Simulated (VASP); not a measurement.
Here is the system:

```
CdPr
1.0
    3.80402     0.00000     0.00000
    0.00000     3.80402     0.00000
    0.00000     0.00000     3.80402
Pr Cd
1 1
Direct
  0.50000   0.50000   0.50000
  0.00000   0.00000   0.00000
```

Method: PBEsol GGA with spin-orbit coupling, VASP's PBE PAW potentials (set 64) (plane waves; VASP 6.6.1). Numerical set-up: 400 eV cut-off, 9×9×9 Γ-centred mesh, Gaussian smearing of 0.050 eV, potentials Pr_3 Cd.

The 4f electrons are frozen in the core of the lanthanide potential, so 4f levels, which can set the real gap, and their magnetism are missing.

What does the run give for the energy per atom (σ→0), band gap (over mesh and band path) with the smallest direct gap where there is one?

```
Item                                                                  Result
----------------------------------  ----------------------------------------
band gap (over mesh and band path)  none (metal, semimetal or under 0.01 eV)
energy per atom (σ→0)                                         -3.649 eV/atom
```

Total energies compare only between runs with the same potentials, cut-off and functional.

The structure comes from a computed database's PrCd entry (Pm-3m); how it stands against other phases isn't given here. It was relaxed first, which changed the volume by -5 %.
